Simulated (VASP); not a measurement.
Output of a VASP run:

### OSZICAR
```
...
DAV:  13    -0.180211919853E+02   -0.31552E-07   -0.14435E-07  1976   0.408E-03
   1 F= -.18021192E+02 E0= -.18021123E+02  d E =-.180212E+02
       N       E                     dE             d eps       ncg     rms          rms(c)
DAV:   1    -0.186203983098E+02   -0.59921E+00   -0.15506E+01  3887   0.584E+01    0.103E+01
DAV:   2    -0.180805088379E+02    0.53989E+00   -0.17381E+00  3942   0.155E+01    0.220E+00
DAV:   3    -0.179905459919E+02    0.89963E-01   -0.20205E-01  4027   0.344E+00    0.897E-01
DAV:   4    -0.179738295623E+02    0.16716E-01   -0.62396E-02  4192   0.274E+00    0.812E-01
DAV:   5    -0.179747864149E+02   -0.95685E-03   -0.38881E-03  4172   0.677E-01    0.154E-01
DAV:   6    -0.179741849262E+02    0.60149E-03   -0.15733E-03  4257   0.274E-01    0.289E-02
DAV:   7    -0.179741838000E+02    0.11261E-05   -0.10100E-04  4272   0.826E-02    0.135E-02
DAV:   8    -0.179741837115E+02    0.88482E-07   -0.91625E-07  2844   0.112E-02
   2 F= -.17974184E+02 E0= -.17974026E+02  d E =0.470083E-01
       N       E                     dE             d eps       ncg     rms          rms(c)
DAV:   1    -0.183527575419E+02   -0.37857E+00   -0.77629E+00  3872   0.396E+01    0.798E+00
DAV:   2    -0.180787380976E+02    0.27402E+00   -0.63779E-01  3892   0.105E+01    0.156E+00
DAV:   3    -0.180360023652E+02    0.42736E-01   -0.78378E-02  4122   0.260E+00    0.591E-01
DAV:   4    -0.180292426570E+02    0.67597E-02   -0.19099E-02  4212   0.159E+00    0.730E-01
DAV:   5    -0.180293148880E+02   -0.72231E-04   -0.13150E-03  4342   0.411E-01    0.420E-02
DAV:   6    -0.180292801346E+02    0.34753E-04   -0.16948E-04  4317   0.111E-01    0.588E-03
DAV:   7    -0.180292792674E+02    0.86723E-06   -0.56162E-06  4222   0.257E-02
   3 F= -.18029279E+02 E0= -.18029171E+02  d E =-.808728E-02
       N       E                     dE             d eps       ncg     rms          rms(c)
DAV:   1    -0.180292998908E+02   -0.19756E-04   -0.47828E-04  3887   0.319E-01    0.606E-02
DAV:   2    -0.180292838055E+02    0.16085E-04   -0.41468E-05  3907   0.820E-02    0.119E-02
DAV:   3    -0.180292814886E+02    0.23169E-05   -0.46827E-06  3897   0.187E-02    0.429E-03
DAV:   4    -0.180292812114E+02    0.27716E-06   -0.12159E-06  1931   0.131E-02
   4 F= -.18029281E+02 E0= -.18029173E+02  d E =-.808923E-02
       N       E                     dE             d eps       ncg     rms          rms(c)
DAV:   1    -0.180302121250E+02   -0.93064E-03   -0.33289E-02  3832   0.220E+00    0.151E-01
DAV:   2    -0.180295474926E+02    0.66463E-03   -0.13616E-03  4067   0.364E-01    0.818E-02
DAV:   3    -0.180292992848E+02    0.24821E-03   -0.62796E-04  4157   0.230E-01    0.317E-02
DAV:   4    -0.180292988730E+02    0.41183E-06   -0.18078E-05  4002   0.445E-02    0.164E-02
DAV:   5    -0.180292982511E+02    0.62192E-06   -0.21040E-06  3196   0.150E-02
   5 F= -.18029298E+02 E0= -.18029219E+02  d E =-.170396E-04
       N       E                     dE             d eps       ncg     rms          rms(c)
DAV:   1    -0.180295762177E+02   -0.27734E-03   -0.76887E-03  3832   0.105E+00    0.726E-02
DAV:   2    -0.180294221506E+02    0.15407E-03   -0.31574E-04  4062   0.175E-01    0.392E-02
DAV:   3    -0.180293650537E+02    0.57097E-04   -0.14032E-04  4157   0.108E-01    0.152E-02
DAV:   4    -0.180293649646E+02    0.89111E-07   -0.40420E-06  3917   0.210E-02
   6 F= -.18029365E+02 E0= -.18029273E+02  d E =-.837532E-04
```

### OUTCAR
```
------------------------ aborting loop because EDIFF is reached ----------------------------------------
  FORCE on cell =-STRESS in cart. coord.  units (eV):
  Direction    XX          YY          ZZ          XY          YZ          ZX
  --------------------------------------------------------------------------------------
  Total        0.0073252      0.0073252      0.0037756      0.0000000     -0.0000000     -0.0000000
  in kB        0.5535180      0.5535180      0.2853004      0.0000000     -0.0000000     -0.0000000
  external PRESSURE =       0.4641121 kB  Pullay stress =       0.0000000 kB
  volume of cell :       21.20
      direct lattice vectors                 reciprocal lattice vectors
     1.464635363 -2.536822939  0.000000000     0.341381898 -0.197096925 -0.000000000
     1.464635363  2.536822939  0.000000000     0.341381898  0.197096925 -0.000000000
     0.000000000  0.000000000  2.853310516    -0.000000000  0.000000000  0.350470092
 POSITION                                       TOTAL-FORCE (eV/Angst)
 -----------------------------------------------------------------------------------
      0.00000      0.00000      0.00000         0.000000      0.000000      0.000000
      1.46464      0.84561      1.42666        -0.000000     -0.000000     -0.000000
 -----------------------------------------------------------------------------------
    total drift:                               -0.000000     -0.000399     -0.000000
  FREE ENERGIE OF THE ION-ELECTRON SYSTEM (eV)
  ---------------------------------------------------
  free  energy   TOTEN  =       -18.0293649646 eV

  energy  without entropy=      -18.0290884976  energy(sigma->0) =      -18.02927281

 reached required accuracy - stopping structural energy minimisation
```
(Selected blocks of OUTCAR.)

File POSCAR:
```
WC
1
    1.4550000000    -2.5201340000     0.0000000000
    1.4550000000     2.5201340000     0.0000000000
    0.0000000000     0.0000000000     2.8400000000
W C
1 1
Direct
  0.0000000000   0.0000000000   0.0000000000
  0.3333330000   0.6666670000   0.5000000000
```

### Question
Write an INCAR and KPOINTS that could have produced this output.

### Answer
One answer among several that fit: the input of the run itself, optB88-vdW, plane waves, VASP's PBE PAW potentials (set 64).

INCAR:
```
# general
SYSTEM   = WC
PREC     = Accurate
ENCUT    = 520
LREAL    = .False.
LASPH    = .True.

# electronic loop
EDIFF    = 1E-6
NELM     = 100
ALGO     = Normal
LMAXMIX  = 6

# smearing
ISMEAR   = 1
SIGMA    = 0.1

# functional
GGA      = BO
LUSE_VDW = .True.
AGGAC    = 0.0
PARAM1   = 0.1833333333
PARAM2   = 0.22

# ions
IBRION   = 2
NSW      = 60
ISIF     = 3
EDIFFG   = -0.01

# output
LWAVE    = .False.
LCHARG   = .False.
```

**KPOINTS**
```
Regular mesh
0
Gamma
 13 13 12
```

POTCAR, in this order: W_sv C (PBE.64 set). Program: vasp_std.

The compound is WC in the wc structure. This run relaxes it. Symmetry was kept, so distortions that lower it aren't found.
